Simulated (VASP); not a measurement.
An input for Ansatz (written as the equivalent of a VASP run, and not itself run):

Ansatz 0.2 input:
```yaml
crystal:
  lattice:
    - [3.1720257, 0.0000000, 0.0000000]
    - [0.0000000, 3.1720257, 0.0000000]
    - [0.0000000, 0.0000000, 3.1720257]
  atoms:
    - { symbol: Ca, position: [0.0000000, 0.0000000, 0.0000000] }
    - { symbol: Se, position: [0.5000000, 0.5000000, 0.5000000] }
kpoints:
  mp_grid: { grid: [12, 12, 12] }
hamiltonian:
  xc: pbesol
  pseudopotentials: { kind: paw }
scf:
  occupations: { method: methfessel_paxton, width: 0.1 }
  max_iter: 100
relax:
  max_steps: 40
  f_tol: 0.02
  cell: { p_target: 45 }
output: { forces: true, stress: true, eigenvalues: true }
```

Question: Translate this input to VASP (INCAR, KPOINTS, POSCAR, choice of POTCAR).

Answer: Several could match; the one computed here: 
### INCAR
```
ENCUT=500   # plane-wave cut-off (eV)
SIGMA=0.1   # width (eV)
LWAVE=.FALSE.
EDIFFG=-0.02
SYSTEM=CaSe
IBRION=2
EDIFF=1E-6   # SCF stop (eV)
LCHARG=.FALSE.
PSTRESS=450
NELM=100   # most electronic steps
PREC=Accurate
GGA=PS
ISMEAR=1   # Methfessel-Paxton
ALGO=Normal   # blocked Davidson
NSW=40   # most ionic steps
LMAXMIX=4
LASPH=.TRUE.
LREAL=.FALSE.   # projection in real space or not
ISIF=3   # ions, shape and volume
```

### KPOINTS
```
Automatic
0
gamma
  12 12 12
```

POSCAR:
```
CaSe
1.0
  3.1720256696   0.0000000000   0.0000000000
  0.0000000000   3.1720256696   0.0000000000
  0.0000000000   0.0000000000   3.1720256696
Ca Se
1 1
Cart
  0.0000000000   0.0000000000   0.0000000000
  1.5860128348   1.5860128348   1.5860128348
```

POTCAR, in this order: Ca_sv Se (PBE.64 set). Program: vasp_std.

What does not carry over: each code has its own PAW files, so the cut-off isn't converted (ENCUT is set for VASP's; basis.ecutwfc is left out, and Ansatz then takes the one that its files recommend); Ansatz stops its SCF on the density residual and VASP on the energy change (EDIFF).

The structure was generated: CaSe was put into the CsCl type type (Pm-3m), which need not be its known phase. It was relaxed first under an external pressure of 45 GPa.
